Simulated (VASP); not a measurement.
A VASP calculation is set up with these files.

**INCAR**
```
ALGO = Normal
EDIFF = 1E-6
EDIFFG = -0.02
ENCUT = 620
IBRION = 2
ISIF = 3
ISMEAR = 0
LASPH = .TRUE.
LCHARG = .FALSE.
LREAL = .FALSE.
LWAVE = .FALSE.
NELM = 100
NSW = 40
PREC = Accurate
SIGMA = 0.05
SYSTEM = AlN
```

### KPOINTS
```
Automatic mesh
0
Gamma
8 8 5
0 0 0
```

POSCAR:
```
AlN
1
    1.5459248454    -2.6776203712     0.0000000000
    1.5459248454     2.6776203712     0.0000000000
    0.0000000000     0.0000000000     4.9514513911
Al N
2 2
Direct
  0.6666670000   0.3333330000   0.5000700257
  0.3333330000   0.6666670000   0.0000700257
  0.6666670000   0.3333330000   0.8819299743
  0.3333330000   0.6666670000   0.3819299743
```

POTCAR, in this order: Al N (LDA.64 set). Program: vasp_std.

Problem. Translate this LDA calculation to Ansatz.

Solution. One equivalent input (not run):
Ansatz 0.2 input:
```yaml
crystal:
  lattice:
    - [1.5459248, -2.6776204, 0.0000000]
    - [1.5459248, 2.6776204, 0.0000000]
    - [0.0000000, 0.0000000, 4.9514514]
  atoms:
    - { symbol: Al, position: [0.6666670, 0.3333330, 0.5000700] }
    - { symbol: Al, position: [0.3333330, 0.6666670, 0.0000700] }
    - { symbol: N, position: [0.6666670, 0.3333330, 0.8819300] }
    - { symbol: N, position: [0.3333330, 0.6666670, 0.3819300] }
kpoints:
  mp_grid: { grid: [8, 8, 5] }
hamiltonian:
  xc: lda
  pseudopotentials: { kind: paw }
scf:
  occupations: { method: gaussian, width: 0.05 }
  max_iter: 100
relax:
  max_steps: 40
  f_tol: 0.02
  cell: {}
output: { forces: true, stress: true, eigenvalues: true }
```
Limits of the translation: each code has its own PAW files, so the cut-off isn't converted (ENCUT is set for VASP's; basis.ecutwfc is left out, and Ansatz then takes the one that its files recommend); Ansatz stops its SCF on the density residual and VASP on the energy change (EDIFF); Ansatz's lda is the Perdew-Wang form, while the LDA potentials of VASP carry Perdew-Zunger's.

The compound is AlN in the wurtzite structure. This run relaxes it. Symmetry was kept, so distortions that lower it aren't found.
